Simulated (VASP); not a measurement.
VASP inputs for BiB (zincblende)

INCAR

```
NELM = 120
NSW = 40
PREC = Accurate
SIGMA = 0.02
NBANDS = 16
LASPH = .TRUE.
EDIFFG = -5E-3
LREAL = .FALSE.
LCHARG = .FALSE.
EDIFF = 1E-7
ISMEAR = -1
ISIF = 3
GGA = CA
ENCUT = 600
LWAVE = .FALSE.
IBRION = 2
```

KPOINTS

```
KPOINTS created by Atomic Simulation Environment
0
Gamma
8 8 8
0 0 0
```

POSCAR

```
B  Bi
 1.0000000000000000
     0.0000000000000000    2.7600269848436847    2.7600269848436843
     2.7600269848436843    0.0000000000000000    2.7600269848436843
     2.7600269848436843    2.7600269848436847    0.0000000000000000
 B   Bi
   1   1
Cartesian
  0.0000000000000000  0.0000000000000000  0.0000000000000000
  1.3800134924218421  1.3800134924218423  1.3800134924218421
```

VASP ran with the recommended LDA PAW datasets (18 valence electrons in the cell).

Problem. Predict the results.

Solution. relaxed cell vector lengths 3.827, 3.827, 3.827 Å; relaxed cell volume 39.64 Å³.
